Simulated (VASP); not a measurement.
# Be3Ag in VASP: further runs

One crystal, Be3Ag, is run at these levels: PBE; tasks: single point, molecular dynamics.

Everything below comes from runs of VASP 6.6.1. Logs are shortened: lines on timing, memory, paths and dates and some standing lists are left out, and cuts for length are marked.

## 1. The crystal as given

The cell holds a amorphous, 20 atoms: a = 5.997 Å, b = 5.839 Å, c = 6.053 Å, α = 89.94°, β = 93.12°, γ = 89.84°.

The cell was built by a generator and needn't be a form met in nature.

## 2. Single point, PBE

INCAR reads:

```
  PREC = Accurate
  ENCUT = 520
  EDIFF = 1E-6
  ISMEAR = -1
  SIGMA = 0.1327
  LREAL = Auto
  LASPH = True
  NELM = 100
  ALGO = Fast
  ISIF = 2
  LWAVE = False
  LCHARG = False
  GGA = PE
  NBANDS = 58
```

KPOINTS reads:

```
Automatic mesh
0
Gamma
  4 4 4
```

POSCAR reads:

```
Be3Ag
1.0
    5.9946500000      0.0085350000     -0.1640780000
    0.0085350000      5.8394660000      0.0032650000
   -0.1640780000      0.0032650000      6.0504030000
Be Ag
15 5
Direct
    0.6592662020      0.5334537617      0.7613427483
    0.6235588173      0.1826418433      0.8162378434
    0.4648314881      0.8252020611      0.5247972493
    0.4238710628      0.6107540917      0.1731940511
    0.6874669891      0.3377699552      0.1186149667
    0.0266566079      0.4176263383      0.2996426916
    0.9477075985      0.3408261052      0.6674149775
    0.3395380807      0.4834607309      0.5750136868
    0.5522996832      0.9923865289      0.1067270498
    0.9478475001      0.1324187263      0.9915459523
    0.1723938384      0.9392980144      0.2117667825
    0.1655548096      0.0657486465      0.5343379047
    0.7451735344      0.5961566082      0.4055859013
    0.0975942483      0.7222704947      0.4844174368
    0.8954632158      0.0508356734      0.3530223459
    0.2813680893      0.2991607454      0.9300909765
    0.8099604877      0.8885472371      0.6814007314
    0.2759086284      0.7848252568      0.8689019488
    0.8583522740      0.6956256968      0.0862590820
    0.5247596684      0.2140588992      0.4198227827
```

Potentials or basis: VASP PAW PBE potentials, release 64 (Be, Ag).

Run with:

```bash
$ cat potpaw_PBE.64/Be/POTCAR potpaw_PBE.64/Ag/POTCAR > POTCAR
$ mpirun -np 1 vasp_std > vasp.out
```

OUTCAR:

```text
PREC = Accurate
   ENCUT = 520
   EDIFF = 1E-6
   ISMEAR = -1
   LREAL = Auto
   LASPH = True
   NELM = 100
   ISIF = 2
   GGA = PE

 ion  position               nearest neighbor table
   1  0.659  0.533  0.761-   2 2.09   7 2.16   8 2.19  13 2.27  17 2.33  19 2.44  18 2.83  20 2.87
                            16 2.88
   2  0.624  0.183  0.816-   5 2.06   1 2.09   9 2.14  10 2.18  17 2.23  16 2.30   7 2.38  20 2.45

   3  0.465  0.825  0.525-   8 2.16  17 2.26  12 2.28  14 2.28  13 2.29  20 2.39  18 2.44
   4  0.424  0.611  0.173-  18 2.24   5 2.28  13 2.32  16 2.47  19 2.73  20 2.80
   5  0.687  0.338  0.119-   2 2.06  10 2.14   9 2.18  20 2.23   4 2.28   6 2.31  13 2.31  19 2.34
                            16 2.64
   6  0.027  0.418  0.300-  13 2.11  14 2.13  19 2.27   5 2.31  15 2.31   7 2.34  16 2.86
   7  0.948  0.341  0.667-   1 2.16  12 2.25  10 2.31   6 2.34   2 2.38  16 2.50  17 2.77  20 2.97

   8  0.340  0.483  0.575-  14 2.06   3 2.16  20 2.17   1 2.19  16 2.44  18 2.55
   9  0.552  0.992  0.107-   2 2.14   5 2.18  20 2.31  18 2.46  19 2.53  16 2.60
  10  0.948  0.132  0.992-   5 2.14  11 2.16   2 2.18  16 2.28  15 2.28   7 2.31  17 2.47  19 2.68
                            18 2.95
  11  0.172  0.939  0.212-  15 2.02  12 2.09  14 2.15  10 2.16  18 2.38  19 2.45  16 2.81  20 2.89

  12  0.166  0.066  0.534-  15 1.91  14 2.07  11 2.09   7 2.25   3 2.28  20 2.46  17 2.57  18 2.66
                            16 2.81
  13  0.745  0.596  0.406-   6 2.11  19 2.16  14 2.27   1 2.27   3 2.29   5 2.31   4 2.32  17 2.41
                            20 2.60
  14  0.098  0.722  0.484-   8 2.06  12 2.07   6 2.13  11 2.15  13 2.27   3 2.28  17 2.36  15 2.38
                            18 2.53  19 2.74
  15  0.895  0.051  0.353-  12 1.91  11 2.02  10 2.28  17 2.28   6 2.31  14 2.38  20 2.47  19 2.63

  16  0.281  0.299  0.930-  10 2.28   2 2.30   8 2.44   4 2.47   7 2.50   9 2.60   5 2.64  11 2.81
                            12 2.81  18 2.86   6 2.86   1 2.88  18 3.03  20 3.27  20 3.52  19 3.59
  17  0.810  0.889  0.681-   2 2.23   3 2.26  15 2.28   1 2.33  14 2.36  13 2.41  10 2.47  12 2.57
                            19 2.70   7 2.77  20 2.95  18 3.02  18 3.51
  18  0.276  0.785  0.869-   4 2.24  11 2.38   3 2.44   9 2.46  14 2.53   8 2.55  12 2.66   1 2.83
                            16 2.86  19 2.94  10 2.95  17 3.02  16 3.03  17 3.51
  19  0.858  0.696  0.086-  13 2.16   6 2.27   5 2.34   1 2.44  11 2.45   9 2.53  15 2.63  10 2.68
                            17 2.70   4 2.73  14 2.74  18 2.94  16 3.59
  20  0.525  0.214  0.420-   8 2.17   5 2.23   9 2.31   3 2.39   2 2.45  12 2.46  15 2.47  13 2.60
                             4 2.80   1 2.87  11 2.89  17 2.95   7 2.97  16 3.27  16 3.52

  LATTYP: Found a triclinic cell.
 ALAT       =     5.9969011213
 B/A-ratio  =     1.3815801449
 C/A-ratio  =     0.9737484464
 COS(alpha) =     0.0028500426
 COS(beta)  =     0.0028689912
 COS(gamma) =     0.6840327152

  Lattice vectors:

 A1 = (  -5.9946500000,  -0.0085350000,   0.1640780000)
 A2 = (  -5.8305720000,  -0.0118000000,  -5.8863250000)
 A3 = (  -0.0085350000,  -5.8394660000,  -0.0032650000)

[... 179 lines left out ...]
   IALGO  =     68    algorithm
   IMIX   =      4    mixing-type and parameters
     AMIX     =   0.40;   BMIX     =  1.00
     AMIX_MAG =   1.60;   BMIX_MAG =  1.00
  volume/ion in A,a.u.               =      10.58        71.41
  Fermi-wavevector in a.u.,A,eV,Ry     =   1.207856  2.282517 19.849765  1.458917
  Thomas-Fermi vector in A             =   2.343481
   LORBIT       =      0    0 simple, 1 ext, 2 COOP (PROOUT), +10 PAW based schemes
   GGA     = PE    functional components
   LHFCALC =     F    Hartree Fock is set to
   AEXX    =    0.0000 exact exchange contribution
   IVDW    =     0    specifies the selected vdW correction
   LEPSILON=     F    determine dielectric tensor
   LRPA    =     F    only Hartree local field effects (RPA)
 non-spin polarized calculation
 RMM-DIIS sequential band-by-band and
  energy-cutoff  :      520.00
  volume of cell :      211.64
 maximum number of plane-waves:      5726
 NGX is ok and might be reduce to    48
   NGX = 23   NGY = 21   NGZ = 23

 number of electron      85.0000003 magnetization

 Free energy of the ion-electron system (eV)
  ---------------------------------------------------
  ext. energy  EPLUGINS =         0.00000000
  ---------------------------------------------------
  free energy    TOTEN  =       -63.81691496 eV

  energy without entropy =      -63.57531686  energy(sigma->0) =      -63.69611591

 E-fermi :   7.4719     XC(G=0): -11.1261

 val. band max:        7.4602602720   @ k =  -0.2500  -0.2500   0.2500
 cond. band min:       7.5000969258   @ k =   0.5000   0.5000   0.5000
 fundamental gap:      0.0398366538
 Fermi energy:         7.4719090908

 k-point     1 :       0.0000    0.0000    0.0000
  band No.  band energies     occupation
      1      -2.5811      2.00000
      2      -0.4452      2.00000
      3      -0.1581      2.00000
      4       0.1199      2.00000
      5       0.1499      2.00000
      6       0.3713      2.00000
[... 1357 lines left out ...]
     53      11.6298      0.00000
     54      11.9676      0.00000

 [... further k-points ...]

 [bands above 54 left out]

------------------------ aborting loop because EDIFF is reached ----------------------------------------

  FORCE on cell =-STRESS in cart. coord.  units (eV):
  Direction    XX          YY          ZZ          XY          YZ          ZX
  --------------------------------------------------------------------------------------
  -------------------------------------------------------------------------------------
  Total        8.7312056      6.7992927     12.5659415     -3.8158146      1.3819875     -2.4473253
  in kB       66.0978087     51.4726568     95.1278929    -28.8868447     10.4620542    -18.5269765
  external PRESSURE =      70.8994528 kB  Pullay stress =       0.0000000 kB

 VOLUME and BASIS-vectors are now :
 -----------------------------------------------------------------------------
  energy-cutoff  :      520.00
  volume of cell :      211.64
      direct lattice vectors                 reciprocal lattice vectors
     5.994650000  0.008535000 -0.164078000     0.166939677 -0.000246531  0.004527291
     0.008535000  5.839466000  0.003265000    -0.000246531  0.171248951 -0.000099097
    -0.164078000  0.003265000  6.050403000     0.004527291 -0.000099097  0.165401074

 POSITION                                       TOTAL-FORCE (eV/Angst)
 -----------------------------------------------------------------------------------
      3.83170      3.12320      4.50000        -0.990943      0.194859      0.250862
      3.60565      1.07452      4.83685        -0.141442      0.331253     -0.859196
      2.70744      4.82442      3.10166        -0.907623     -0.094774     -1.042623
      2.51775      3.57066      0.98034         0.120557     -0.104959      1.552816
      4.10454      1.97865      0.60597         0.180064      0.247591     -0.318873
      0.11420      2.43992      1.80995         1.269214     -1.957760      0.382128
[... 12 lines left out ...]
      5.13731      4.06969      0.38334         0.627324      0.914192     -0.901125
      3.07869      1.25584      2.45469         0.065716     -0.171345      0.486019
 -----------------------------------------------------------------------------------
    total drift:                               -0.002803      0.002575      0.004314

  FREE ENERGIE OF THE ION-ELECTRON SYSTEM (eV)
  ---------------------------------------------------
  free  energy   TOTEN  =       -63.8169149571 eV

  energy  without entropy=      -63.5753168568  energy(sigma->0) =      -63.69611591
```

OSZICAR:

```text
N       E                     dE             d eps       ncg     rms          rms(c)
DAV:   1     0.392400503651E+03    0.39240E+03   -0.38195E+04  4176   0.134E+03
DAV:   2    -0.576255232081E+02   -0.45003E+03   -0.42684E+03  4478   0.285E+02
DAV:   3    -0.788836253386E+02   -0.21258E+02   -0.20614E+02  5208   0.644E+01
DAV:   4    -0.792791080552E+02   -0.39548E+00   -0.39372E+00  4912   0.942E+00
DAV:   5    -0.792858647196E+02   -0.67567E-02   -0.67501E-02  5152   0.116E+00    0.251E+01
RMM:   6    -0.660832379131E+02    0.13203E+02   -0.10268E+02  4228   0.382E+01    0.213E+01
RMM:   7    -0.641364426393E+02    0.19468E+01   -0.81439E+00  4463   0.122E+01    0.698E+00
RMM:   8    -0.638504186563E+02    0.28602E+00   -0.10692E+00  4757   0.470E+00    0.167E+00
RMM:   9    -0.638196890472E+02    0.30730E-01   -0.77253E-02  4831   0.982E-01    0.505E-01
RMM:  10    -0.638171934507E+02    0.24956E-02   -0.14259E-02  4900   0.393E-01    0.145E-01
RMM:  11    -0.638169565315E+02    0.23692E-03   -0.26727E-03  4778   0.205E-01    0.558E-02
RMM:  12    -0.638169055167E+02    0.51015E-04   -0.53254E-04  4819   0.883E-02    0.241E-02
RMM:  13    -0.638169154527E+02   -0.99361E-05   -0.10845E-04  4945   0.373E-02    0.114E-02
RMM:  14    -0.638169148838E+02    0.56897E-06   -0.22029E-05  4856   0.187E-02    0.784E-03
RMM:  15    -0.638169149571E+02   -0.73288E-07   -0.55905E-06  3904   0.964E-03
   1 F= -.63816915E+02 E0= -.63696116E+02  d E =-.241598E+00
```

stdout:

```text
POSCAR found type information on POSCAR BeAg
 POSCAR found :  2 types and      20 ions
 scaLAPACK will be used
 LDA part: xc-table for (Slater+PW92), standard interpolation
 POSCAR, INCAR and KPOINTS ok, starting setup
 FFT: planning ... GRIDC
 FFT: planning ... GRID_SOFT
 FFT: planning ... GRID
 WAVECAR not read
 entering main loop
```

Wall time 12 min (1 thread of Intel Xeon Platinum 8488C (Sapphire Rapids), shared host); peak memory 0.48 GiB.

Results:

| Property | Result |
| --- | --- |
| Free energy | -63.8169 eV |
| Pressure | 7.1 GPa |
| Largest force | 2.364 eV/Å |
| Band gap on the k mesh | none (metal or under the smearing width) |

Forces in eV/Å, atoms in the order of the input:
```
Be  -0.991  0.195  0.251
Be  -0.141  0.331 -0.859
Be  -0.908 -0.095 -1.043
Be   0.121 -0.105  1.553
Be   0.180  0.248 -0.319
Be   1.269 -1.958  0.382
Be  -0.020  0.049 -0.680
Be  -0.774  0.228  0.053
Be   0.341 -0.678  0.087
Be  -0.787 -0.300  0.158
Be   1.718  0.107 -0.203
Be   1.223  1.139  1.456
Be  -1.185 -0.680  1.327
Be  -0.197 -0.136 -0.364
Be  -1.473  0.447 -1.361
Ag   0.292  0.049  0.410
Ag   0.894 -0.082  0.486
Ag  -0.254  0.497 -0.920
Ag   0.627  0.914 -0.901
Ag   0.066 -0.171  0.486
```

Stress tensor (GPa, compression positive):
```
 6.61 -2.89 -1.85
-2.89  5.15  1.05
-1.85  1.05  9.51
```

Levels at points of the mesh, in eV from the Fermi level:
```csv
k point,band 41,band 42,band 43,band 44,band 45,band 46
"(0.00, 0.00, 0.00)",-1.40,-1.25,-0.80,-0.67,0.85,1.18
"(0.50, 0.00, 0.00)",-1.20,-0.88,0.06,0.11,0.86,1.43
"(0.00, 0.50, 0.00)",-1.09,-0.48,-0.34,-0.21,0.05,1.31
"(0.50, 0.50, 0.00)",-0.68,-0.34,0.43,0.70,1.54,1.67
"(0.00, 0.00, 0.50)",-1.37,-0.64,-0.15,-0.07,0.59,1.56
"(0.50, 0.00, 0.50)",-0.92,-0.72,-0.21,0.95,1.81,2.04
"(0.00, 0.50, 0.50)",-0.60,-0.47,-0.36,0.35,1.39,1.77
"(0.50, 0.50, 0.50)",-0.42,0.03,0.25,0.66,1.09,1.34
```

## 3. Single point, PBE

INCAR reads:

```
SYSTEM = Be3Ag
PREC     = Accurate       ! precision mode
ENCUT    = 520            ! plane-wave cutoff, eV
EDIFF    = 1E-6           ! SCF threshold, eV
ISMEAR   = -1             ! smearing method
SIGMA    = 0.0741         ! smearing width, eV
LREAL    = Auto         
LASPH    = .TRUE.         ! aspherical terms in the spheres
NELM     = 100            ! most SCF steps
ALGO     = Normal         ! electronic algorithm
ISIF     = 2              ! what is computed and relaxed
LWAVE    = .FALSE.        ! write WAVECAR
LCHARG   = .TRUE.         ! write CHGCAR
GGA      = PE             ! functional
LELF     = .TRUE.         ! ELF
LVHAR    = .TRUE.       
ISYM     = 0            
NBANDS   = 58             ! bands
```

KPOINTS reads:

```
Automatic mesh
0
Gamma
  1 1 1
  0.25 0.25 0.25
```

POSCAR reads:

```
Be3Ag
1.0
    5.9946500000      0.0085350000     -0.1640780000
    0.0085350000      5.8394660000      0.0032650000
   -0.1640780000      0.0032650000      6.0504030000
Be Ag
15 5
Direct
    0.6413705636      0.6048362593      0.8536386765
    0.6474375164      0.2095637187      0.7178898707
    0.4573235117      0.8241204487      0.5085462859
    0.3937948948      0.6018471720      0.2128215340
    0.6883531859      0.3387938201      0.0584723782
    0.0761960792      0.3140540412      0.2798685829
    0.9801990286      0.4054945305      0.6607893981
    0.3639532378      0.4966869232      0.5743518302
    0.5457139538      0.9768316949     -0.0092309060
    0.9386935732      0.0842261296      0.9465942956
    0.2023089305      0.9712142938      0.1814536040
    0.1702277499      0.1106834463      0.5751561090
    0.7266752262      0.4805567865      0.4210753234
    0.1077953390      0.7122156058      0.4220985709
    0.8705215044      0.1188288748      0.4018146314
    0.3009817018      0.3032598064      0.9331676472
    0.8213695923      0.8572131949      0.6610425585
    0.2616002138      0.7766154424      0.8400525040
    0.9116453283      0.7208272303      0.1252692492
    0.4566496865      0.2080119574      0.3530602851
```

Potentials or basis: VASP PAW PBE potentials, release 64 (Be, Ag).

Run with:

```bash
$ cat potpaw_PBE.64/Be/POTCAR potpaw_PBE.64/Ag/POTCAR > POTCAR
$ mpirun -np 1 vasp_std > vasp.out
```

It took 40 s on 1 thread of Intel Xeon Platinum 8488C (Sapphire Rapids), shared host; peak memory 0.31 GiB.

It converged, with:

```
Free energy            : -65.6510 eV
Pressure               : 5.7 GPa
Largest force          : 2.110 eV/Å
Band gap on the k mesh : none (metal or under the smearing width)
```

Forces in eV/Å, atoms in the order of the input:
```
Be  -1.219 -0.431 -0.642
Be   0.080  0.982 -0.261
Be  -0.329  1.028 -0.392
Be   0.313  0.476 -0.193
Be   0.815 -0.729  1.276
Be   0.324  1.951 -0.665
Be  -0.432 -0.015  0.520
Be   0.069 -0.741  0.379
Be   1.162 -0.024  0.469
Be   0.014  1.099  0.100
Be   0.252 -0.069  0.785
Be   0.411 -0.946  0.529
Be   0.259  1.012 -0.081
Be   0.589  0.147  1.916
Be  -1.749 -0.507 -0.328
Ag  -0.253  0.039 -0.810
Ag   0.875 -0.957 -0.438
Ag  -0.740 -0.403 -0.654
Ag  -1.642 -1.008 -0.860
Ag   1.201 -0.905 -0.652
```

Stress tensor (GPa, compression positive):
```
 5.88  0.07  1.42
 0.07  7.38 -5.85
 1.42 -5.85  3.97
```

Levels at points of the mesh, in eV from the Fermi level:
```tsv
k point	band 40	band 41	band 42	band 43	band 44	band 45
(0.25, 0.25, 0.25)	-1.87	-1.37	-1.00	0.00	0.59	1.20
```

## 4. Single point, PBE

Edit INCAR of step 3 so:

```diff
@@ -16,3 +16,3 @@
 LVHAR    = .TRUE.       
-ISYM     = 0            
 NBANDS   = 58             ! bands
+ISYM     = 0
```

KPOINTS is that of step 3.

POSCAR reads:

```
Be3Ag
1.0
    5.9946500000      0.0085350000     -0.1640780000
    0.0085350000      5.8394660000      0.0032650000
   -0.1640780000      0.0032650000      6.0504030000
Be Ag
15 5
Direct
    0.5871473211      0.6312228246      0.8338361950
    0.6896385668      0.2988254085      0.7176483702
    0.4370844238      0.8545717098      0.5203800080
    0.4390268034      0.6967086487      0.2178990203
    0.7304222434      0.3361327606      0.0539109126
    0.1003839959      0.3514113926      0.3152660157
    1.0036300736      0.4195704100      0.6719368475
    0.3553733420      0.4999312552      0.5587508256
    0.5523268379      0.9605839246     -0.0114173591
    1.0102011943      0.1078670342      0.8955754857
    0.2208694046      0.9885496139      0.2367596333
    0.2109640760      0.1379351192      0.6110208205
    0.6903913979      0.5455772213      0.4523354445
    0.0996577362      0.7202099643      0.4409868494
    0.8611889413      0.0526590134      0.2524453706
    0.3184463009      0.3206390126      0.9134604994
    0.8234702975      0.9182035071      0.6546769571
    0.2178163392      0.7614369692      0.8240872183
    0.8753649900      0.7038257493      0.1057356255
    0.5061104495      0.1884639006      0.3371539475
```

Run with:

```bash
$ cat potpaw_PBE.64/Be/POTCAR potpaw_PBE.64/Ag/POTCAR > POTCAR
$ mpirun -np 1 vasp_std > vasp.out
```

Run time: 42 s. Hardware: 1 thread of Intel Xeon Platinum 8488C (Sapphire Rapids), shared host; peak memory 0.31 GiB.

Results (log left out):

```yaml
Free_energy: -65.1849 eV
Pressure: 6.4 GPa
Largest_force: 2.472 eV/Å
Band_gap_on_the_k_mesh: none (metal or under the smearing width)
```

Forces on the atoms (eV/Å):
```
Be   0.462 -0.357 -0.305
Be  -1.076 -0.990 -0.425
Be   0.314 -0.052  0.642
Be   0.021 -1.109 -0.657
Be  -0.097 -0.284  0.669
Be  -0.394  0.018 -0.785
Be  -0.376  0.431 -0.205
Be   0.397 -0.724 -0.196
Be   0.123  1.516 -0.371
Be  -0.901  0.992  2.078
Be  -1.356 -0.311 -0.857
Be  -0.394 -1.422 -1.478
Be   1.328  0.406 -0.266
Be  -0.571  0.214 -0.167
Be   0.347  0.433  0.815
Ag   1.491  0.490  1.740
Ag  -0.981 -0.622 -1.487
Ag   0.373  0.734  0.799
Ag   0.335 -0.698  0.252
Ag   0.954  1.336  0.205
```

Stress tensor (GPa, compression positive):
```
 6.39 -0.50  1.56
-0.50  9.82  0.06
 1.56  0.06  3.14
```

Levels at points of the mesh, in eV from the Fermi level:
| k point | band 40 | band 41 | band 42 | band 43 | band 44 | band 45 |
| --- | --- | --- | --- | --- | --- | --- |
| (0.25, 0.25, 0.25) | -1.53 | -1.24 | -0.78 | 0.00 | 0.37 | 1.16 |

(Part 1 of 2 ends here.)
